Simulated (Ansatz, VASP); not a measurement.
## HfHF3: VASP beside Ansatz

```
CELL_PARAMETERS angstrom
3.42396 0.00000 0.00000
0.00000 3.42396 0.00000
0.00000 0.00000 3.98408
ATOMIC_POSITIONS crystal
Hf 0.50000 0.50000 0.50000
H 0.00000 0.00000 0.00000
F 0.00000 0.00000 0.50000
F 0.00000 0.50000 0.00000
F 0.50000 0.00000 0.00000
```

Change from the starting cell: species swapped into the KCrF3 type (P4/mmm, No. 123).

Alike in both runs: functional PBE; k mesh 12 × 12 × 10; occupations gaussian, width 0.1 eV; no spin polarisation.

Ansatz relaxed the structure, and its values are those at the end. VASP's run is a single point on that final structure, the one shown.

|  | VASP | Ansatz |
| --- | --- | --- |
| version | VASP 6.6.1 | Ansatz 0.2.0 |
| potentials or method | VASP PAW PBE potentials, release 64 (Hf_pv, H, F) | scalar-relativistic, plane waves, PAW |
| plane-wave cutoff (eV) | 520 | 420 |
| valence electrons in the cell | 32 | 48 |

Ansatz gave:

* gap on the k mesh at the Fermi level (eV): none
* pressure (GPa): 0.0

Q: Estimate VASP's values.

A: gap on the k mesh at the Fermi level (eV): none; pressure (GPa): -1.7.

A gap of «none» marks a metal or a gap that the smearing closes. The two sets of potentials don't hold the same shells in valence.

The runs have no spin-orbit coupling, so splittings on Hf are missing.
